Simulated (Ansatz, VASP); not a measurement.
# H13C10 (amorphous poly(phenylene vinylene) with methane at 250 K) in two plane-wave programs, part 2 of 2

One calculation is typed for both programs; each brings its own data sets. How far apart do they land? Of the first pair: The structure shown is the start of the Ansatz relaxation below; VASP solves that cell, so the two are compared at the walk's first step.

VASP 6.6.1 and Ansatz 0.2.0.

So far. Step 3 (VASP: single point, LDA, start cell, pair 1): The run ends at a pressure of 2.35 GPa, with forces up to 4.5 eV/Å.

## (5) Ansatz: relaxation, LDA

Level of this step: Ansatz beside VASP: Kohn-Sham DFT, plane waves, LDA (Ansatz).

This run makes the geometry at which the two programs are then compared. The cell compared in this pair holds 1210.85 Å³, against 1442.66 Å³ for the pair before.

The structure compared here is the end of the Ansatz relaxation.

The input, input.yaml:

```yaml
crystal:
  lattice:
    - [11.29937, 0.0, 0.0]
    - [0.0, 11.29937, 0.0]
    - [0.0, 0.0, 11.29937]
  atoms:
    - { symbol: C, position: [0.93048, 0.51854, 0.97401] }
    - { symbol: C, position: [0.9755, 0.44605, 0.07822] }
    - { symbol: C, position: [0.98921, 0.51283, 0.18094] }
    - { symbol: C, position: [0.03444, 0.45671, 0.28216] }
    - { symbol: C, position: [0.05076, 0.33256, 0.27995] }
    - { symbol: C, position: [0.03977, 0.27244, 0.17289] }
    - { symbol: C, position: [0.99582, 0.32943, 0.07214] }
    - { symbol: C, position: [0.08287, 0.26541, 0.38545] }
    - { symbol: C, position: [0.14262, 0.31466, 0.477] }
    - { symbol: C, position: [0.17022, 0.26729, 0.59053] }
    - { symbol: C, position: [0.24769, 0.31941, 0.66523] }
    - { symbol: C, position: [0.26485, 0.27628, 0.77606] }
    - { symbol: C, position: [0.21618, 0.17116, 0.81552] }
    - { symbol: C, position: [0.14335, 0.11679, 0.73221] }
    - { symbol: C, position: [0.11326, 0.16561, 0.62538] }
    - { symbol: C, position: [0.22627, 0.12462, 0.93855] }
    - { symbol: C, position: [0.31263, 0.16446, 0.00878] }
    - { symbol: C, position: [0.33148, 0.1096, 0.12363] }
    - { symbol: H, position: [0.95648, 0.46628, 0.8956] }
    - { symbol: H, position: [0.8369, 0.54001, 0.97339] }
    - { symbol: H, position: [0.97194, 0.60694, 0.96065] }
    - { symbol: H, position: [0.96848, 0.60801, 0.18184] }
    - { symbol: H, position: [0.03872, 0.50967, 0.36296] }
    - { symbol: H, position: [0.06092, 0.18401, 0.16933] }
    - { symbol: H, position: [0.98428, 0.28555, 0.98756] }
    - { symbol: H, position: [0.04784, 0.17687, 0.38651] }
    - { symbol: H, position: [0.15775, 0.40752, 0.46509] }
    - { symbol: H, position: [0.28955, 0.40044, 0.63541] }
    - { symbol: H, position: [0.31499, 0.33225, 0.83943] }
    - { symbol: H, position: [0.10599, 0.03121, 0.76009] }
[... 102 atom lines left out ...]
    - { symbol: H, position: [0.19888, 0.56469, 0.79317] }
    - { symbol: C, position: [0.38726, 0.38863, 0.34472] }
    - { symbol: H, position: [0.46336, 0.37472, 0.28589] }
    - { symbol: H, position: [0.40591, 0.32704, 0.41492] }
    - { symbol: H, position: [0.30541, 0.36066, 0.30621] }
    - { symbol: H, position: [0.38815, 0.47641, 0.38242] }
kpoints:
  mp_grid: { grid: [1, 1, 1] }
hamiltonian:
  xc: lda
scf:
  occupations: { method: gaussian, width: 0.05 }
output:
  forces: true
relax:
  f_tol: 0.05
  max_steps: 150
  cell: {}
```

Command:

```console
$ ansatz run input.yaml --threads 4 --pin off --max-ram 8192MiB --backend cpu --events-out ev --progress --plain --runs-dir out
```

Numbers of over 12 decimals in the logs are rounded to 6 here.

The log of the run:

```text
[...]
Crystal: 138 atoms, lattice volume = 1442.656 Å³
Basis set: ecut = 420 eV, 28257 PW (Γ)
Bands: 297, of which v1, the nominal top of the filled ones, is band 159 counted from 1 (158 counted from 0)
Symmetry: 1 space group operations
[...]
k-points: 1
[...]
SCF iter   1: F=—  HF=-15793.877584 eV  |F-HF|=—  |Δ(HF+E_count)|=         —  Δρ=8.27e-3  dr2=7.21e-1  ethr=1.77e-3  ⟨swp⟩=5.0  Hψ=1211  notcnv=0  defer=118
[...]
- { symbol: H, position: [0.493587, 0.827401, 0.945125] }
[...]
- { symbol: C, position: [0.382620, 0.950091, 0.735480] }
[...]
- { symbol: C, position: [0.722782, 0.313757, 0.400679] }
[...]
- { symbol: C, position: [0.216719, 0.644571, 0.793182] }
[...]
- { symbol: C, position: [0.377236, 0.432831, 0.314193] }
    - { symbol: H, position: [0.441967, 0.388936, 0.248687] }
    - { symbol: H, position: [0.364526, 0.365377, 0.384555] }
    - { symbol: H, position: [0.279788, 0.456950, 0.271258] }
    - { symbol: H, position: [0.421735, 0.519728, 0.350869] }
```

## (6) VASP: single point, LDA, relaxed cell, pair 2

The same cell, functional (in two slightly different forms), mesh and smearing now go to VASP, with its own data sets.

The input, INCAR:

```
SYSTEM = H13C10
PREC = Accurate
ENCUT = 600
EDIFF = 1E-06
NELM = 120
ISMEAR = 0
SIGMA = 0.05
LREAL = Auto
ALGO = Normal
GGA = CA
NBANDS = 255
LORBIT = 11
LWAVE = .FALSE.
LCHARG = .FALSE.
ISIF = 2
LASPH = .TRUE.
GGA_COMPAT = .FALSE.
EFERMI = MIDGAP
```

The input, POSCAR:

```
H13C10
1.0
   10.1139540000      0.2349410000     -0.2789210000
    0.2349410000     10.4859860000     -0.1170540000
   -0.2789210000     -0.1170540000     11.4320030000
C H
60 78
Direct
    0.9506700000      0.4645200000      0.9177200000
    0.9680400000      0.4236000000      0.0409800000
    0.0018200000      0.5080300000      0.1321400000
    0.0256700000      0.4672400000      0.2458000000
    0.0158300000      0.3389000000      0.2729300000
    0.9762000000      0.2554800000      0.1819900000
    0.9540000000      0.2965500000      0.0689200000
    0.0453000000      0.2880800000      0.3877100000
    0.1168100000      0.3428200000      0.4757200000
    0.1423400000      0.2912000000      0.5908600000
    0.2404700000      0.3414500000      0.6670600000
    0.2637500000      0.2976400000      0.7793200000
    0.1892700000      0.2010600000      0.8211500000
    0.0925300000      0.1497500000      0.7444700000
    0.0690200000      0.1936800000      0.6325000000
    0.2043400000      0.1536400000      0.9390600000
    0.2808300000      0.1983600000      0.0281400000
    0.2784500000      0.1525700000      0.1487300000
    0.5563000000      0.8867400000      0.0048200000
    0.5766300000      0.8278100000      0.1213500000
    0.6800800000      0.7387000000      0.1464600000
    0.6910900000      0.6763100000      0.2519000000
    0.6015500000      0.7044000000      0.3389100000
    0.5000800000      0.7960100000      0.3146700000
    0.4872900000      0.8550800000      0.2079100000
    0.6118100000      0.6377200000      0.4482600000
    0.5654400000      0.6814900000      0.5504100000
    0.5714900000      0.6080900000      0.6558500000
    0.5883300000      0.6677100000      0.7657100000
    0.6016300000      0.5969000000      0.8661500000
[... 102 atom lines left out ...]
    0.1558500000      0.6261000000      0.7126900000
    0.1885600000      0.5812000000      0.8620500000
    0.4419700000      0.3889400000      0.2486900000
    0.3645300000      0.3653800000      0.3845500000
    0.2797900000      0.4569500000      0.2712600000
    0.4217400000      0.5197300000      0.3508700000
```

The input, KPOINTS:

```
Automatic mesh
0
Gamma
1 1 1
0 0 0
```

Potentials, in the order of the species: C and H (LDA family, release 64).

Command:

```console
$ export OMP_NUM_THREADS=3
$ mpirun -np 1 vasp_gam
```

The log of the run:

```text
[... set-up lines as in an earlier step ...]
 entering main loop
       N       E                     dE             d eps       ncg     rms          rms(c)
DAV:   1     0.201024918625E+04    0.20102E+04   -0.17600E+05   510   0.130E+03
DAV:   2    -0.718763110937E+03   -0.27290E+04   -0.25631E+04   637   0.278E+02
DAV:   3    -0.969051005068E+03   -0.25029E+03   -0.24757E+03   652   0.833E+01
DAV:   4    -0.975438976591E+03   -0.63880E+01   -0.63710E+01   628   0.153E+01
[...]
DAV:  15    -0.881608346291E+03    0.43577E-05   -0.22191E-05   612   0.121E-02    0.611E-03
DAV:  16    -0.881608344271E+03    0.20200E-05   -0.44960E-06   628   0.774E-03    0.390E-03
DAV:  17    -0.881608343616E+03    0.65577E-06   -0.23499E-06   540   0.558E-03
   1 F= -.88160834E+03 E0= -.88160834E+03  d E =0.000000E+00
```

Parts of OUTCAR (step 6):

```text
  FREE ENERGIE OF THE ION-ELECTRON SYSTEM (eV)
  ---------------------------------------------------
  free  energy   TOTEN  =      -881.6083436157 eV

  energy  without entropy=     -881.6083436157  energy(sigma->0) =     -881.60834362
```

The run ends at a pressure of 0.09 GPa, with forces up to 0.049 eV/Å.

## (7) Side by side

What differs besides the data sets and the points named for the pairs above, as far as they apply: the cutoff is 420 eV in Ansatz and 600 eV in VASP (PREC = Accurate, projectors in real space). Total energies have different zeros and are not compared.

Both answers:

```tsv
quantity	Ansatz	VASP	difference
pressure (GPa)	-0.02	0.09	-0.11
gap on the k mesh (eV)	2.115	2.116	-0.001
```

At this near-relaxed geometry the largest component of a force difference is 43 meV/Å. A gap on the mesh is an upper bound, since the band edges may lie between its points.

## (8) What came out

| Property | Result |
| --- | --- |
| r.m.s. force difference (single point, LDA, start cell, pair 1) | 2.4 % of the r.m.s. force |
| r.m.s. force difference (single point, LDA, relaxed cell, pair 2) | 20 meV/Å |

The r.m.s. force difference is 20 meV/Å (single point, LDA, relaxed cell, pair 2), beyond the 12 meV/Å picked in this series as the mark of a large difference. What causes the difference of the single point, LDA, relaxed cell, pair 2 pair stays open here. How closely two codes agree says nothing of how well the functional describes the real material.

[Lines on the potential files, build, host, timing and source positions are cut from VASP's logs without a mark.]

[Logs are printed without paths, hosts, clocks, repeated set-up lines and the standing remarks that a program may print on its own settings, such as how far it seeks lower states.]

[Hosts, paths, dates, database ids (printed as entryN), source tags and the programs' standing remarks are cut or masked in the printed files.]
